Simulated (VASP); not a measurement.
Given:

```
CELL_PARAMETERS angstrom
      2.64745    -4.58552     0.00000
      2.64745     4.58552     0.00000
      0.00000     0.00000     4.22397
ATOMIC_POSITIONS crystal
  Co 0.50000 0.00000 0.00000
  Co 0.50000 0.50000 0.00000
  Co 0.00000 0.50000 0.00000
  Sn 0.00000 0.00000 0.00000
  Sn 0.33333 0.66667 0.50000
  Sn 0.66667 0.33333 0.50000
```

Calculation: PBE GGA with spin-orbit coupling, VASP's PBE PAW potentials (set 64) (plane waves; VASP). Settings: 400 eV cut-off, 6×6×7 Γ-centred mesh, Gaussian smearing of 0.050 eV, potentials Co Sn_d.

Q: Give the energies of bands 63 to 76 at the high-symmetry points, in eV from the Fermi level.

A: 
```json
[
 {"band": "63", "Γ": "-0.48", "M": "-0.49", "K": "-0.63", "A": "-0.56", "L": "-0.73", "H": "-0.74"},
 {"band": "64", "Γ": "-0.48", "M": "-0.49", "K": "-0.63", "A": "-0.56", "L": "-0.73", "H": "-0.74"},
 {"band": "65", "Γ": "-0.42", "M": "-0.42", "K": "-0.22", "A": "-0.54", "L": "-0.54", "H": "-0.67"},
 {"band": "66", "Γ": "-0.42", "M": "-0.42", "K": "-0.22", "A": "-0.54", "L": "-0.54", "H": "-0.67"},
 {"band": "67", "Γ": "-0.40", "M": "0.67", "K": "1.00", "A": "-0.54", "L": "-0.47", "H": "-0.62"},
 {"band": "68", "Γ": "-0.40", "M": "0.67", "K": "1.00", "A": "-0.54", "L": "-0.47", "H": "-0.62"},
 {"band": "69", "Γ": "0.43", "M": "0.95", "K": "1.20", "A": "-0.42", "L": "-0.42", "H": "-0.50"},
 {"band": "70", "Γ": "0.43", "M": "0.95", "K": "1.20", "A": "-0.42", "L": "-0.42", "H": "-0.50"},
 {"band": "71", "Γ": "0.57", "M": "1.59", "K": "1.33", "A": "-0.41", "L": "-0.18", "H": "-0.16"},
 {"band": "72", "Γ": "0.57", "M": "1.59", "K": "1.33", "A": "-0.41", "L": "-0.18", "H": "-0.16"},
 {"band": "73", "Γ": "1.24", "M": "1.74", "K": "1.78", "A": "-0.15", "L": "0.39", "H": "1.24"},
 {"band": "74", "Γ": "1.24", "M": "1.74", "K": "1.78", "A": "-0.15", "L": "0.39", "H": "1.24"},
 {"band": "75", "Γ": "1.37", "M": "2.41", "K": "1.80", "A": "0.46", "L": "1.20", "H": "3.19"},
 {"band": "76", "Γ": "1.37", "M": "2.41", "K": "1.80", "A": "0.46", "L": "1.20", "H": "3.19"}
]
```

It has no gap at this level: it comes out as a metal or semimetal.

The compound is CoSn in the sg191 structure. It was relaxed first.
